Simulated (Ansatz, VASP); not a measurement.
# FeSb in two plane-wave programs, part 2 of 2

Wanted: the spread between two codes on one cell, functional and k mesh.  The cell comes out of the VASP series on this material, whose earlier steps may have relaxed, scaled or displaced it; both programs get it as it stands.

VASP 6.6.1 and Ansatz 0.2.0.

So far: Set-up; VASP: relaxation of cell and atoms, PBEsol, DFT+U.

### 3. Ansatz: relaxation of cell and atoms, PBEsol, DFT+U

Level of this step: Ansatz beside VASP: Kohn-Sham DFT, plane waves, PBEsol, DFT+U (Ansatz).

Ansatz runs on its default PAW (the set named soft_2) files.

The same cell, functional, mesh and smearing now go to Ansatz, which takes its cutoff from its data sets.

input.yaml

```yaml
crystal:
  lattice:
    - [4.2268440126, 0.0, 0.0]
    - [-2.1134220063, 3.6605542928, 0.0]
    - [0.0, 0.0, 5.4118682918]
  atoms:
    - { symbol: Fe, position: [0.0, 0.0, 0.0], spin: 3.0 }
    - { symbol: Fe, position: [0.0, 0.0, 0.5], spin: 3.0 }
    - { symbol: Sb, position: [0.3333333333, 0.6666666667, 0.25] }
    - { symbol: Sb, position: [0.6666666667, 0.3333333333, 0.75] }
hamiltonian:
  xc: pbesol
  pseudopotentials: { kind: paw }
  hubbard: { sites: [{ species: Fe, l: d, u_eff: 5.0 }] }
magnetization:
  spin_polarized: true
kpoints:
  mp_grid: { grid: [7, 7, 5] }
scf:
  occupations: { method: gaussian, width: 0.05 }
relax:
  f_tol: 0.01
  max_steps: 60
  cell: { stress_tol: 0.05 }
output:
  forces: true
  stress: true
```

Started as:

```console
> ansatz run input.yaml --threads 4 --pin off --max-ram 9216MiB --backend cpu --events-out ev --progress --plain --runs-dir out
```

Numbers of over 12 decimals in the logs are rounded to 6 here.

Log:

```text
Fe: projections on atomic orbitals take those of the free atom [Ne] 3s2 3p6 3d6 4s2, of charge +0.00 (hamiltonian.pseudopotentials.projection_atoms); the dataset's partial waves leave at most 1.1e-6 of an orbital's norm unspanned inside its sphere
Sb: projections on atomic orbitals take those of the free atom [Kr] 4d10 5s2 5p3, of charge +0.00 (hamiltonian.pseudopotentials.projection_atoms); the dataset's partial waves leave at most 3.6e-6 of an orbital's norm unspanned inside its sphere
Engine: ansatz 0.2.0, aarch64-unknown-linux-gnu
Pseudopotentials: kind: paw
Pseudopotential: Fe, paw, valence charge 16, recommended cutoff 420 eV (normal), Fe.paw.azcp
Pseudopotential: Sb, paw, valence charge 15, recommended cutoff 420 eV (normal), Sb.paw.azcp
Functional definition: PBEsol
  exchange = pbesol_x
  correlation = pbesol_c
Crystal: 4 atoms, lattice volume = 83.736 Å³
Basis set: ecut = 420 eV, 1597 PW (Γ), exchange–correlation on 60×60×80 points (8 copies of the dense FFT grid, shifted against one another)
Bands: 41, of which v1, the nominal top of the filled ones, is band 31 counted from 1 (30 counted from 0)
Symmetry: 24 space group operations
Space group: P63/mmc (ITA 194), of the structure as read, at distance tolerance 4.4e-5 Å
Magnetic group: BNS 194.263 (UNI 1493), of the structure as read, at distance tolerance 4.4e-5 Å
k-points: 24 of 245
Non-local potential: Fe, projectors of the file, l = 0: 3, l = 1: 2, l = 2: 3, l = 3: 1
Non-local potential: Sb, projectors of the file, l = 0: 2, l = 1: 2, l = 2: 2, l = 3: 2
PAW form: soft (Blöchl's): semilocal exchange-correlation on the pseudo side does not see the compensation charge
PAW frozen core: Fe, regenerated for the run's functional, and the local potential with it (the file was generated under x = pbe(κ = 0.804, μ = 0.219515), c = pbe(β = 0.066725))
PAW frozen core: Sb, regenerated for the run's functional, and the local potential with it (the file was generated under x = pbe(κ = 0.804, μ = 0.219515), c = pbe(β = 0.066725))
PAW one-centre angular grid: Fe, 590 points (default); XC on 64 Gauss nodes
PAW one-centre angular grid: Sb, 590 points (default); XC on 64 Gauss nodes
Initial density: superposition of atomic densities (chi_scale 0.1, normalization cell)
Starting moments: Σ|m| = 6 μB on 2 of 4 sites
Initial wavefunctions: pseudopotential atomic-orbital guess
Functional: x = pbesol(κ = 0.804, μ = 0.123457), c = pbesol(β = 0.046)
SCF iter   1: F=—  HF=-21706.530463 eV  |F-HF|=—  |Δ(HF+E_count)|=         —  Δρ=3.56e-2 (↑3.56e-2 ↓2.04e-2)  dr2=3.66e0  dr2_m=1.57e-1  M=5.502 μB ∫|m|=6.104 μB  β_m=1.00  ethr=3.10e-3  ⟨swp⟩=7.1  Hψ=7763  notcnv=0  defer=2
preconditioner: auto → Kerker (q_TF=auto, 2.595 Å⁻¹)  [metal: Δε(μ)=0.008 eV  Ē_g=8.243 eV  σ=0.050 eV  W_gap=0.10  n_scr=22 (ndim 8)  ℏωp=20.7 eV  f_vac=0.000  D(μ)=9.32/eV (n_scr^D=108)]
spin=Collinear: Kerker preconditioning applied to the charge; magnetization (m = ρ↑ − ρ↓) channel mixes plain (no charge-response kernel on spin).
SCF iter   2: F=—  HF=-21706.405075 eV  |F-HF|=—  |Δ(HF+E_count)|=   1.25e-1  Δρ=3.01e-2 (↑1.59e-2 ↓3.01e-2)  dr2=6.16e-1  dr2_m=2.72e-1  M=6.006 μB ∫|m|=6.685 μB  β_m=1.00  ethr=3.10e-3  ⟨swp⟩=2.1  Hψ=2950  notcnv=0  defer=161
SCF iter   3: F=—  HF=-21706.512940 eV  |F-HF|=—  |Δ(HF+E_count)|=   1.08e-1  Δρ=1.61e-2 (↑9.74e-3 ↓1.61e-2)  dr2=3.91e-1  dr2_m=1.70e-2  M=6.114 μB ∫|m|=6.775 μB  β_m=1.00  ethr=9.93e-4  ⟨swp⟩=2.0  Hψ=2184  notcnv=0  defer=161
SCF iter   4: F=—  HF=-21706.674861 eV  |F-HF|=—  |Δ(HF+E_count)|=   1.62e-1  Δρ=1.02e-2 (↑1.02e-2 ↓5.72e-3)  dr2=3.94e-2  dr2_m=3.05e-2  M=6.353 μB ∫|m|=6.873 μB  β_m=1.00  ethr=6.30e-4  ⟨swp⟩=2.8  Hψ=4111  notcnv=0  defer=154
SCF iter   5: F=—  HF=-21706.926382 eV  |F-HF|=—  |Δ(HF+E_count)|=   2.52e-1  Δρ=9.12e-3 (↑3.60e-3 ↓9.12e-3)  dr2=4.36e-2  dr2_m=1.86e-2  M=6.520 μB ∫|m|=6.975 μB  β_m=1.00  ethr=6.35e-5  ⟨swp⟩=2.1  Hψ=3352  notcnv=0  defer=154
SCF iter   6: F=—  HF=-21707.220745 eV  |F-HF|=—  |Δ(HF+E_count)|=   2.94e-1  Δρ=5.99e-3 (↑3.38e-3 ↓5.99e-3)  dr2=1.73e-2  dr2_m=6.84e-3  M=6.532 μB ∫|m|=6.969 μB  β_m=0.30  ethr=6.35e-5  ⟨swp⟩=2.1  Hψ=3788  notcnv=0  defer=151
SCF iter   7: F=—  HF=-21707.458805 eV  |F-HF|=—  |Δ(HF+E_count)|=   2.38e-1  Δρ=7.06e-3 (↑1.27e-3 ↓7.06e-3)  dr2=1.58e-2  dr2_m=1.06e-2  M=6.500 μB ∫|m|=6.984 μB  β_m=0.30  ethr=2.78e-5  ⟨swp⟩=2.1  Hψ=3901  notcnv=0  defer=147
Mixer restart at iter 7: flushing history
spin-set hold released at iteration 7 (site moments contracting): the magnetisation degrees of freedom join the quasi-Newton model from the next iteration; the mixer history was flushed
SCF iter   8: F=—  HF=-21708.284900 eV  |F-HF|=—  |Δ(HF+E_count)|=         —  Δρ=1.61e-2 (↑2.37e-3 ↓1.61e-2)  dr2=4.54e-2  dr2_m=6.18e-2  M=6.296 μB ∫|m|=7.088 μB  β_m=1.00  ethr=2.55e-5  ⟨swp⟩=2.0  Hψ=2452  notcnv=0  defer=146
Mixer restart at iter 8: flushing history
SCF iter   9: F=—  HF=-21707.989902 eV  |F-HF|=—  |Δ(HF+E_count)|=   2.95e-1  Δρ=1.86e-3 (↑1.86e-3 ↓1.30e-3)  dr2=4.64e-3  dr2_m=4.22e-4  M=6.295 μB ∫|m|=7.121 μB  β_m=0.30  ethr=8.06e-5  ⟨swp⟩=2.3  Hψ=3842  notcnv=0  defer=146
[...]
Occupation matrices written to <dir>
--- The result so far, ahead of a search for a lower minimum behind the relaxation; the run's own can be another ---
--- Relaxed structure (9 steps of the walk, 9 accepted, 2 SCFs on fresh bases) ---
  F+E_penalty+E_count = -21708.25662813 eV   max|allowed force component| = 2.426e-3 eV/Å   (the final SCF, on the basis selected at the relaxed cell)
  cell:  # Å, volume = 82.6899 Å³
    - [4.140065, -0.113534, -0.030177]
    - [-2.168356, 3.755703, 1.734723475976807e-18]
    - [-0.038637, -0.022307, 5.404008]
  atoms:
    - { symbol: Fe, position: [0, 0, 0] }
    - { symbol: Fe, position: [8.673617379884035e-19, -4.336808689942018e-19, 0.5] }
    - { symbol: Sb, position: [0.325034, 0.662517, 0.250112] }
    - { symbol: Sb, position: [0.674966, 0.337483, 0.749888] }
--- Search for a lower minimum behind the relaxation: the rows below count on from the relaxation's ---
Stability of the state it starts from, as read at its close in the collinear treatment: not read negative (Ritz values of 1 − χ₀K, real part plus size of imaginary part, from 0.082 to 0.78, by its mixing steps under the symmetry group of the SCF that read it); its run was given moments
iter 1 solved again at ethr=1.98e-7 eV; its pass at ethr=3.10e-3 eV (dr2=1.23e-4 eV) is discarded
SCF iter   1: F=—  HF=-21708.256630 eV  |F-HF|=—  |Δ(HF+E_count)|=         —  Δρ=5.63e-7 (↑5.63e-7 ↓3.11e-7)  dr2=5.80e-10  dr2_m=3.53e-11  M=5.840 μB ∫|m|=6.521 μB  β_m=0.30  ethr=1.98e-7  ⟨swp⟩=3.1  Hψ=38406  notcnv=0
eigensolver tolerance schedule: the retry pair's looser diagonalisation over-reported the residual by 211537.26 of it (diagonalisation noise at an unbounded share of the residual, at the tolerance the schedule requests for it); recorded, not acted on — ethr = c·dr2/N_el stays at c = 1.0e-1
spin=Collinear: Kerker preconditioning applied to the charge; magnetization (m = ρ↑ − ρ↓) channel mixes plain (no charge-response kernel on spin).
SCF iter   2: F=—  HF=-21708.256628 eV  |F-HF|=—  |Δ(HF+E_count)|=   2.33e-6  Δρ=2.34e-7 (↑2.34e-7 ↓1.73e-7)  dr2=9.28e-11  dr2_m=3.32e-12  M=5.840 μB ∫|m|=6.521 μB  β_m=0.26  ethr=1.00e-12  ⟨swp⟩=4.8  Hψ=19574  notcnv=0
SCF iter   3: F=-21708.256628 eV  HF=-21708.256628 eV  |F-HF|=3.64e-12  |Δ(HF+E_count)|=  1.82e-11  Δρ=1.24e-7 (↑1.24e-7 ↓1.03e-7)  dr2=2.14e-11  dr2_m=2.67e-12  M=5.840 μB ∫|m|=6.521 μB  ethr=1.00e-12  ⟨swp⟩=1.0  Hψ=12395  notcnv=0
SCF 1 converged in 3 iterations: F = -21708.256628 eV  dr2 = 2.14e-11
a single-point calculation of the run's input, under the relaxation's own `scf.mixing.negative_modes` where the relaxation goes by `scf.lower_state_search: light` itself or types `scf.max_iter`, was made at the relaxed geometry, from the density of the relaxation's final state, in 3 SCF iterations in all. It converged -0.0 meV from the relaxation's final energy, with moments (3.05, 2.93, -0.09, -0.09 Bohr magnetons, atom by atom), which does not count as lower, and the relaxation's result stands. No further magnetic order was relaxed to its end, and one can end lower (see `relax.adjacent_minimum`).
SCF converged after 19 iterations
Magnetization: 5.8403 μB (33.9201 up, 28.0799 down)
Absolute magnetization: 6.5266 μB (∫|ρ↑−ρ↓|, with the PAW one-centre terms)
Spin contamination: 0.4027 ħ² per cell (⟨S²⟩ above its minimum at these occupations)
Per-site moments (μB) at R_I (Å): [(3.051326, 1.114615), (2.933889, 1.114615), (-0.090048, 1.121251), (-0.090048, 1.121251)]
Free energy (F): -21708.256628 eV
Harris-Foulkes:  -21708.256628 eV  (|F-HF|=2.55e-11)
Internal energy: -21708.254968 eV  (E = F + TS)
E sigma→0 (E₀):  -21708.255798 eV
Entropy (-TS):   -0.001660 eV (-0.415 meV/atom)
Fermi energy:    12.464874 eV
--- Per-component energies (eV) ---
  E_band       = -907.882577
  E_kinetic    = 1108.743034
  E_local      = -8436.882906  (includes V_loc(G=0)·N_el)
  E_nonlocal   = 1189.922881
  E_hartree    = 3675.422098
  E_xc         = -504.509224
  E_vxc        = -489.896019  (∫ρ·V_xc dr)
  E_hubbard    = 3.036995  (on-site DFT+U / exact-exchange correction)
  E_vhub       = -27.219127  (the Hubbard potential's part of the band-sum identity)
  E_paw        = -11682.147787  (= ΣΔE_a)
  E_vpaw       = -1603.396560  (= ΣTr[D̂ρ^β])
  E_aug_tail   = 0.001693  (compensation charges beyond the density's cutoff)
  E_ewald      = -7062.863869
  E_core_change = 1.022117  (= ΣΔE_core)
  E_smearing   = -0.001660  (= −TS)
  E_closure    = 0.000000  (closes the sum)
  Σ components = -21708.256628   (vs F -21708.256628, Δ=0.00e0)
--- Forces (eV/Å), atoms counted from 1 ---
  atom   1  Fe     0.00000000     0.00000000     0.00000000
  atom   2  Fe    -0.00000000     0.00000000     0.00000000
  atom   3  Sb    -0.00007634    -0.00004408    -0.00242563
  atom   4  Sb     0.00007634     0.00004408     0.00242563
  max |Σ_I F_I| component: 0.00e0 eV/Å
--- Stress (GPa, compression-positive) ---
        0.000974      -0.006550      -0.009903
       -0.006550       0.008537      -0.005717
       -0.009899      -0.005715      -0.012857
  P = ⅓ Tr σ = -0.0011 GPa (-0.011 kbar)
--- Band table (eV; the first three rows and the last of 144) ---
  k-point 0 ↑: bands = [... 27 lower, 7.8401, 7.8560, 8.1908, 10.2435, 12.3215, 12.7939, 13.5859, 13.7590, ... 6 higher]
  k-point 1 ↑: bands = [... 27 lower, 7.6814, 7.7632, 8.0753, 10.3008, 12.5663, 13.0276, 13.5822, 13.7793, ... 6 higher]
  k-point 2 ↑: bands = [... 27 lower, 7.5368, 7.7432, 7.9599, 11.0399, 12.5916, 13.0752, 13.4509, 13.4868, ... 6 higher]
  k-point 71 ↓: bands = [... 27 lower, 11.0337, 13.7262, 14.0728, 14.6284, 14.9585, 15.1850, 15.3023, 15.8846, ... 6 higher]
--- Relaxed structure (9 steps of the walk, 9 accepted, 2 SCFs on fresh bases) ---
  F+E_penalty+E_count = -21708.25662813 eV   max|allowed force component| = 2.426e-3 eV/Å   (the final SCF, on the basis selected at the relaxed cell)
  cell:  # Å, volume = 82.6899 Å³
    - [4.140065, -0.113534, -0.030177]
    - [-2.168356, 3.755703, 1.734723475976807e-18]
    - [-0.038637, -0.022307, 5.404008]
  atoms:
    - { symbol: Fe, position: [0, 0, 0] }
    - { symbol: Fe, position: [8.673617379884035e-19, -4.336808689942018e-19, 0.5] }
    - { symbol: Sb, position: [0.325034, 0.662517, 0.250112] }
    - { symbol: Sb, position: [0.674966, 0.337483, 0.749888] }
```

Run time: 7.5 min. Hardware: 4 threads of Arm Neoverse V2, shared host; peak memory 2.3 GiB; 29 min of CPU time.

### 4. Side by side

Known differences besides the PAW data sets themselves: U acts on the PAW sphere in VASP and on atomic orbitals in Ansatz, so only states and trends compare; both relaxations stop at a tolerance, which leaves soft axes loose, and VASP keeps its plane-wave basis; the data sets hold 62 valence electrons in Ansatz (default PAW (the set named soft_2) files) and 26 in VASP; the cutoff is 420 eV in Ansatz and 400 eV in VASP; Ansatz makes its cores anew for this functional, VASP keeps those of its PBE data sets; Ansatz adds a Pulay correction to the stress that steers its cell, VASP none; site moments are counted in spheres of each program's own size. Total energies have different zeros and are not compared.

The two programs side by side:

```
                                         quantity  Ansatz   VASP  difference
                                      volume (Å³)   82.69  83.95     -1.50 %
edge a after relaxation, in the typed setting (Å)   4.142  4.236     -2.22 %
edge b after relaxation, in the typed setting (Å)   4.337  4.236     +2.39 %
edge c after relaxation, in the typed setting (Å)   5.404  5.403     +0.02 %
                                total moment (μB)    5.84   6.32       -0.48
                               moment on Fe1 (μB)    3.05   3.35       -0.30
                               moment on Fe2 (μB)    2.93   3.35       -0.41
                               moment on Sb3 (μB)   -0.09  -0.13       +0.04
                               moment on Sb4 (μB)   -0.09  -0.13       +0.04
```

By their total or site moments the two runs ended in different magnetic states; the other differences may follow from that, so they don't measure the programs' precision. The walks stopped with 0.00 GPa left in Ansatz and 0.01 GPa in VASP; each walk ends within a tolerance, so the volume difference is uncertain by about these residues over the bulk modulus, most in soft cells.

A further Ansatz single point at VASP's end cell gives -1.41 GPa where VASP has 0.01 GPa.

### 5. Looking for the cause

The difference is large enough to ask for its cause, so further runs change the set-up of one program at a time, as the table lists.

```csv
run,difference in total moment (μB)
as above,-0.48
"a start from the moments at which VASP ended, with Ansatz's search for lower states switched off",-0.019
```

### 6. Results

```json
{"difference in total moment (relaxation of cell and atoms, PBEsol, DFT+U)": "-0.48 μB"}
```

The difference in total moment is -0.48 μB (relaxation of cell and atoms, PBEsol, DFT+U). The runs ended with unlike moments, so this pair says little about numerical agreement. A pressure difference of -1.42 GPa at VASP's end cell goes with -1.5 % of volume. For relaxation of cell and atoms, PBEsol, DFT+U: with a start from the moments at which VASP ended, with Ansatz's search for lower states switched off the difference in total moment shrinks in size, from -0.48 to -0.019 μB. In Ansatz the state reached from VASP's moments (total 6.30 μB) lies 65 meV/atom above the first one. How closely two codes agree says nothing of how well the functional describes the real material.

[Lines on the potential files, build, host, timing and source positions are cut from VASP's logs without a mark.]

[Logs are printed without paths, hosts, clocks, repeated set-up lines and the standing remarks that a program may print on its own settings, such as how far it seeks lower states.]

[Hosts, paths, dates, database ids (printed as entryN), source tags and the programs' standing remarks are cut or masked in the printed files.]
